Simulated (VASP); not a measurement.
Method: PBEsol GGA, VASP's PBE PAW potentials (set 64) (plane waves; VASP).

VASP ran on this input.

File POSCAR:
```
Ho
1
   -1.9830320000     1.9830320000     1.9830320000
    1.9830320000    -1.9830320000     1.9830320000
    1.9830320000     1.9830320000    -1.9830320000
Ho
1
Direct
  0.0000000000   0.0000000000   0.0000000000
```

File KPOINTS:
```
kpoints
0
Gamma
12 12 12
```

INCAR:
```
ALGO = Normal
EDIFF = 1E-6
EDIFFG = -0.01
ENCUT = 400
GGA = PS
IBRION = 2
ISIF = 3
ISMEAR = 1
LASPH = T
LCHARG = F
LMAXMIX = 6
LREAL = F
LWAVE = F
NELM = 100
NSW = 60
PREC = Accurate
SIGMA = 0.1
SYSTEM = Ho
```

POTCAR, in this order: Ho_3 (PBE.64 set). Program: vasp_std.

The run wrote:

OSZICAR:
```
       N       E                     dE             d eps       ncg     rms          rms(c)
DAV:   1     0.264522782842E+01    0.26452E+01   -0.40624E+03  1448   0.788E+02
DAV:   2    -0.462978260155E+01   -0.72750E+01   -0.67397E+01  1688   0.815E+01
DAV:   3    -0.479181337423E+01   -0.16203E+00   -0.15592E+00  1552   0.107E+01
DAV:   4    -0.479518725652E+01   -0.33739E-02   -0.33799E-02  1888   0.167E+00
DAV:   5    -0.479518987364E+01   -0.26171E-05   -0.26169E-05  1560   0.556E-02    0.172E+01
DAV:   6    -0.478642614686E+01    0.87637E-02   -0.19425E-02  1840   0.188E+00    0.102E+01
DAV:   7    -0.478751579855E+01   -0.10897E-02   -0.30996E-02  1816   0.242E+00    0.196E-01
DAV:   8    -0.478724158434E+01    0.27421E-03   -0.12956E-03  1880   0.392E-01    0.278E-02
DAV:   9    -0.478724507521E+01   -0.34909E-05   -0.16947E-05  1264   0.438E-02    0.110E-02
DAV:  10    -0.478724369834E+01    0.13769E-05   -0.26465E-06  1792   0.222E-02    0.487E-03
DAV:  11    -0.478724374680E+01   -0.48463E-07   -0.79764E-08   784   0.337E-03
   1 F= -.47872437E+01 E0= -.47877201E+01  d E =-.478724E+01
       N       E                     dE             d eps       ncg     rms          rms(c)
DAV:   1    -0.491133374627E+01   -0.12409E+00   -0.23248E+00  1744   0.156E+01    0.181E+00
DAV:   2    -0.482679649026E+01    0.84537E-01   -0.83288E-02  1776   0.384E+00    0.853E-01
DAV:   3    -0.479718557532E+01    0.29611E-01   -0.85881E-02  1808   0.385E+00    0.281E-01
DAV:   4    -0.479705166458E+01    0.13391E-03   -0.10411E-03  1544   0.334E-01    0.406E-02
DAV:   5    -0.479704424699E+01    0.74176E-05   -0.72166E-05  1992   0.127E-01    0.162E-02
DAV:   6    -0.479703896394E+01    0.52830E-05   -0.27539E-06  1208   0.182E-02    0.261E-03
DAV:   7    -0.479703845593E+01    0.50801E-06   -0.53147E-07   680   0.945E-03
   2 F= -.47970385E+01 E0= -.47974130E+01  d E =-.979471E-02
       N       E                     dE             d eps       ncg     rms          rms(c)
DAV:   1    -0.479889524241E+01   -0.18563E-02   -0.34016E-02  1736   0.182E+00    0.219E-01
DAV:   2    -0.479766319709E+01    0.12320E-02   -0.12549E-03  1760   0.474E-01    0.101E-01
DAV:   3    -0.479723889199E+01    0.42431E-03   -0.12400E-03  1816   0.463E-01    0.324E-02
DAV:   4    -0.479723484649E+01    0.40455E-05   -0.11360E-05  1664   0.386E-02    0.815E-03
DAV:   5    -0.479723438059E+01    0.46590E-06   -0.85227E-07   832   0.154E-02
   3 F= -.47972344E+01 E0= -.47976358E+01  d E =-.999063E-02
```

### OUTCAR
```
------------------------ aborting loop because EDIFF is reached ----------------------------------------
  FORCE on cell =-STRESS in cart. coord.  units (eV):
  Direction    XX          YY          ZZ          XY          YZ          ZX
  --------------------------------------------------------------------------------------
  Total        0.0022913      0.0022913      0.0022913     -0.0000000     -0.0000000      0.0000000
  in kB        0.1237895      0.1237895      0.1237895     -0.0000000     -0.0000000      0.0000000
  external PRESSURE =       0.1237895 kB  Pullay stress =       0.0000000 kB
  volume of cell :       29.66
      direct lattice vectors                 reciprocal lattice vectors
    -1.949922888  1.949922888  1.949922888     0.000000000  0.256420396  0.256420396
     1.949922888 -1.949922888  1.949922888     0.256420396  0.000000000  0.256420396
     1.949922888  1.949922888 -1.949922888     0.256420396  0.256420396  0.000000000
 POSITION                                       TOTAL-FORCE (eV/Angst)
 -----------------------------------------------------------------------------------
      0.00000     -0.00000      0.00000        -0.000000      0.000000      0.000000
 -----------------------------------------------------------------------------------
    total drift:                                0.000000      0.000000      0.000000
  FREE ENERGIE OF THE ION-ELECTRON SYSTEM (eV)
  ---------------------------------------------------
  free  energy   TOTEN  =        -4.7972343806 eV

  energy  without entropy=       -4.7984387446  energy(sigma->0) =       -4.79763584

 reached required accuracy - stopping structural energy minimisation
```
(Selected blocks of OUTCAR.)

**CONTCAR**
```
Ho
   1.00000000000000
    -1.9499228879821715    1.9499228879821715    1.9499228879821715
     1.9499228879821715   -1.9499228879821715    1.9499228879821715
     1.9499228879821715    1.9499228879821715   -1.9499228879821715
  Ho
     1
Direct
     0.0000000000000000    0.0000000000000000    0.0000000000000000
```

File OUTCAR:
```
 val. band max:        3.2491972574   @ k =   0.3333   0.0833   0.0833

 cond. band min:       3.2579341089   @ k =  -0.4167   0.4167   0.1667


 Fermi energy:         3.2517144024

 k-point     1 :       0.0000    0.0000    0.0000
  band No.  band energies     occupation
      1     -20.3783      2.00000
      2     -20.3783      2.00000
      3     -20.3783      2.00000
      4      -2.3096      2.00000
      5       5.0873     -0.00000
      6       5.0873     -0.00000
      7       5.0873     -0.00000
      8       7.4299      0.00000

 k-point     2 :       0.0833    0.0000    0.0000
  band No.  band energies     occupation
      1     -20.4320      2.00000
      2     -20.3947      2.00000
      3     -20.3786      2.00000
      4      -2.0940      2.00000
      5       4.9249     -0.00000
      6       5.0100     -0.00000
      7       5.3029      0.00000
      8       7.1742      0.00000

 k-point     3 :       0.1667    0.0000    0.0000
  band No.  band energies     occupation
      1     -20.5757      2.00000
      2     -20.4393      2.00000
      3     -20.3794      2.00000
      4      -1.4895      2.00000
      5       4.5268     -0.00000
      6       4.6648     -0.00000
      7       5.9377      0.00000
      8       6.9008      0.00000

 k-point     4 :       0.2500    0.0000    0.0000
  band No.  band energies     occupation
      1     -20.7650      2.00000
      2     -20.4996      2.00000
      3     -20.3805      2.00000
      4      -0.6334      2.00000
      5       4.0614     -0.00000
      6       4.1345     -0.00000
      7       6.9530      0.00000
      8       7.0103      0.00000

 k-point     5 :       0.3333    0.0000    0.0000
  band No.  band energies     occupation
      1     -20.9470      2.00000
      2     -20.5590      2.00000
      3     -20.3817      2.00000
      4       0.1994      2.00000
      5       3.6593     -0.00000
      6       3.8673     -0.00000
      7       7.2736      0.00000
...
```

The 4f electrons are frozen in the core of the lanthanide potential, so 4f levels, which can set the real gap, and their magnetism are missing. Energy and stress use the plane-wave basis of the starting cell.

The structure was generated: Ho was put into the bcc type (Im-3m), which need not be its known phase. This run relaxes it. Symmetry was kept, so distortions that lower it aren't found.
